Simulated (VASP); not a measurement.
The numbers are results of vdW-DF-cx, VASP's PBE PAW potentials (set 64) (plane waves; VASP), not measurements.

VASP input:

**INCAR**
```
SYSTEM=Ni
PREC=Accurate; ENCUT=520; LREAL=.FALSE.
LASPH=.TRUE.
EDIFF=1E-7; NELM=100; ALGO=Normal
LMAXMIX=4
ISMEAR=-5
GGA=CX; LUSE_VDW=.TRUE.; AGGAC=0.0
ISPIN=2; MAGMOM=0.6
ISIF=2
LWAVE=.FALSE.; LCHARG=.TRUE.; LORBIT=11
NEDOS=601
```

KPOINTS:
```
Automatic mesh
0
Gamma
20 20 20
0 0 0
```

POSCAR:
```
Ni
1
    0.0000000000     1.7350562000     1.7350562000
    1.7350562000     0.0000000000     1.7350562000
    1.7350562000     1.7350562000     0.0000000000
Ni
1
Direct
  0.0000000000   0.0000000000   0.0000000000
```

POTCAR, in this order: Ni (PBE.64 set). Program: vasp_std.

What VASP printed:

**OUTCAR**
```
 ion  position               nearest neighbor table
   1  0.000  0.000  0.000-
  LATTYP: Found a face centered cubic cell.
 ALAT       =     3.4701124000
 Subroutine PRICEL returns:
 Original cell was already a primitive cell.
 Subroutine GETGRP returns: Found 48 space group operations
The static configuration has the point symmetry O_h .
The dynamic configuration has the point symmetry O_h .
The overall configuration has the point symmetry O_h .
 Subroutine INISYM returns: Found 48 space group operations
 Subroutine IBZKPT returns following result:
 Found    256 irreducible k-points:

 Following reciprocal coordinates:
            Coordinates               Weight
  0.000000  0.000000  0.000000      1.000000
  0.050000  0.000000  0.000000      8.000000
  0.100000  0.000000  0.000000      8.000000
  0.150000  0.000000  0.000000      8.000000
  0.200000  0.000000  0.000000      8.000000
  0.250000  0.000000  0.000000      8.000000
  0.300000  0.000000  0.000000      8.000000
  0.350000  0.000000  0.000000      8.000000
  0.400000  0.000000  0.000000      8.000000
  0.450000  0.000000  0.000000      8.000000
  0.500000  0.000000  0.000000      4.000000
  0.050000  0.050000  0.000000      6.000000
  0.100000  0.050000  0.000000     24.000000
  0.150000  0.050000  0.000000     24.000000
  0.200000  0.050000  0.000000     24.000000
  0.250000  0.050000  0.000000     24.000000
  0.300000  0.050000  0.000000     24.000000
  0.350000  0.050000  0.000000     24.000000
  0.400000  0.050000  0.000000     24.000000
  0.450000  0.050000  0.000000     24.000000
  0.500000  0.050000  0.000000     24.000000
 -0.450000  0.050000  0.000000     24.000000
 -0.400000  0.050000  0.000000     24.000000
 -0.350000  0.050000  0.000000     24.000000
 -0.300000  0.050000  0.000000     24.000000
 -0.250000  0.050000  0.000000     24.000000
 -0.200000  0.050000  0.000000     24.000000
 -0.150000  0.050000  0.000000     24.000000
 -0.100000  0.050000  0.000000     24.000000
 -0.050000  0.050000  0.000000     12.000000
  0.100000  0.100000  0.000000      6.000000
  0.150000  0.100000  0.000000     24.000000
  0.200000  0.100000  0.000000     24.000000
  0.250000  0.100000  0.000000     24.000000
  0.300000  0.100000  0.000000     24.000000
  0.350000  0.100000  0.000000     24.000000
  0.400000  0.100000  0.000000     24.000000
  0.450000  0.100000  0.000000     24.000000
  0.500000  0.100000  0.000000     24.000000
 -0.450000  0.100000  0.000000     24.000000
   k-points           NKPTS =    256   k-points in BZ     NKDIM =    256   number of bands    NBANDS=      9
   number of dos      NEDOS =    601   number of ions     NIONS =      1
   total plane-waves  NPLWV =   5832
   dimension x,y,z NGX =    18 NGY =   18 NGZ =   18
   dimension x,y,z NGXF=    36 NGYF=   36 NGZF=   36
   ions per type =               1
   PREC   = accura    normal or accurate (medium, high low for compatibility)
   ISTART =      0    job   : 0-new  1-cont  2-samecut
   ICHARG =      2    charge: 1-file 2-atom 10-const
   ISPIN  =      2    spin polarized calculation?
   LNONCOLLINEAR =      F non collinear calculations
   LSORBIT =      F    spin-orbit coupling
   INIWAV =      1    electr: 0-lowe 1-rand  2-diag
   ENCUT  =  520.0 eV  38.22 Ry    6.18 a.u.   4.56  4.56  4.56*2*pi/ulx,y,z
   NELM   =    100;   NELMIN=  2; NELMDL= -5     # of ELM steps
   EDIFF  = 0.1E-06   stopping-criterion for ELM
   LREAL  =      F    real-space projection
   NLSPLINE    = F    spline interpolate recip. space projectors
   LMAXMIX     =    4 max onsite mixed and CHGCAR
...
```

OSZICAR:
```
       N       E                     dE             d eps       ncg     rms          rms(c)
DAV:   1     0.257881725179E+02    0.25788E+02   -0.49011E+03  9360   0.144E+03
DAV:   2    -0.368401489386E+01   -0.29472E+02   -0.28613E+02  9301   0.169E+02
DAV:   3    -0.410475851490E+01   -0.42074E+00   -0.42022E+00 10737   0.267E+01
DAV:   4    -0.410858981512E+01   -0.38313E-02   -0.38282E-02 10352   0.222E+00
DAV:   5    -0.410869046034E+01   -0.10065E-03   -0.10051E-03 10542   0.311E-01    0.105E+01
DAV:   6    -0.335625984543E+01    0.75243E+00   -0.16692E+01  9655   0.672E+01    0.564E+00
DAV:   7    -0.305826359215E+01    0.29800E+00   -0.26396E+00  9735   0.251E+01    0.201E+00
DAV:   8    -0.304051018806E+01    0.17753E-01   -0.24228E-02 13317   0.186E+00    0.939E-01
DAV:   9    -0.303808899710E+01    0.24212E-02   -0.14957E-03 13566   0.380E-01    0.264E-01
DAV:  10    -0.303752227486E+01    0.56672E-03   -0.36066E-04 12998   0.158E-01    0.422E-02
DAV:  11    -0.303748225596E+01    0.40019E-04   -0.63120E-05 11835   0.945E-02    0.314E-02
DAV:  12    -0.303748162243E+01    0.63353E-06   -0.16001E-06 10767   0.174E-02    0.971E-03
DAV:  13    -0.303748376301E+01   -0.21406E-05   -0.48603E-07 10271   0.985E-03    0.382E-03
DAV:  14    -0.303748389566E+01   -0.13265E-06   -0.28505E-08  4799   0.257E-03    0.568E-04
DAV:  15    -0.303748392973E+01   -0.34068E-07   -0.47859E-09  4701   0.780E-04
   1 F= -.30374839E+01 E0= -.30374839E+01  d E =0.000000E+00  mag=     0.5952
```

File OUTCAR:
```
------------------------ aborting loop because EDIFF is reached ----------------------------------------
  FORCE on cell =-STRESS in cart. coord.  units (eV):
  Direction    XX          YY          ZZ          XY          YZ          ZX
  --------------------------------------------------------------------------------------
  Total        0.0075231      0.0075231      0.0075231      0.0000000      0.0000000      0.0000000
  in kB        1.1538120      1.1538120      1.1538120      0.0000000      0.0000000      0.0000000
  external PRESSURE =       1.1538120 kB  Pullay stress =       0.0000000 kB
  volume of cell :       10.45
      direct lattice vectors                 reciprocal lattice vectors
     0.000000000  1.735056200  1.735056200    -0.288175103  0.288175103  0.288175103
     1.735056200  0.000000000  1.735056200     0.288175103 -0.288175103  0.288175103
     1.735056200  1.735056200  0.000000000     0.288175103  0.288175103 -0.288175103
 POSITION                                       TOTAL-FORCE (eV/Angst)
 -----------------------------------------------------------------------------------
      0.00000      0.00000      0.00000         0.000000      0.000000      0.000000
 -----------------------------------------------------------------------------------
    total drift:                                0.000000     -0.000000      0.000000
  FREE ENERGIE OF THE ION-ELECTRON SYSTEM (eV)
  ---------------------------------------------------
  free  energy   TOTEN  =        -3.0374839297 eV

  energy  without entropy=       -3.0374839297  energy(sigma->0) =       -3.03748393

 total charge

# of ion       s       p       d       tot
------------------------------------------
    1        0.517   0.535   8.343   9.395

 magnetization (x)

# of ion       s       p       d       tot
------------------------------------------
    1       -0.007  -0.025   0.632   0.601
```
(Selected blocks of OUTCAR.)

For a metal the tetrahedron method with Blöchl corrections gives inexact stress and forces.

The compound is Ni in the fcc structure. It was relaxed first.
